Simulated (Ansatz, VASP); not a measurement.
## NaHgH2 in VASP and in Ansatz

```
Na Hg H
1.0
     3.54160    0.00000    0.00000
     0.00000    3.54160    0.00000
     0.00000    0.00000    4.43631
Na Hg H
1 1 2
Direct
  0.00000 0.00000 0.00000
  0.50000 0.50000 0.50000
  0.00000 0.00000 0.50000
  0.50000 0.50000 0.00000
```

Alike in both runs: functional PBE; k mesh 6 × 6 × 4; occupations gaussian, width 0.1 eV; no spin polarisation.

Ansatz relaxed the structure, and its values are those at the end. VASP's run is a single point on that final structure, the one shown.

```csv
,VASP,Ansatz
version,VASP 6.6.1,Ansatz 0.2.0
potentials or method,"VASP PAW PBE potentials, release 64 (Na_pv, Hg, H)","scalar-relativistic, plane waves, PAW"
plane-wave cutoff (eV),520,420
valence electrons in the cell,21,31
```

```csv
,VASP,Ansatz,Ansatz less VASP
gap on the k mesh at the Fermi level (eV),none,none,-
pressure (GPa),0.0,0.0,0.00
```

A gap of «none» marks a metal or a gap that the smearing closes. The functional is the same, so the differences come from potentials, cutoffs and numerics. The two sets of potentials don't hold the same shells in valence.

The runs have no spin-orbit coupling, so splittings on Hg are missing.
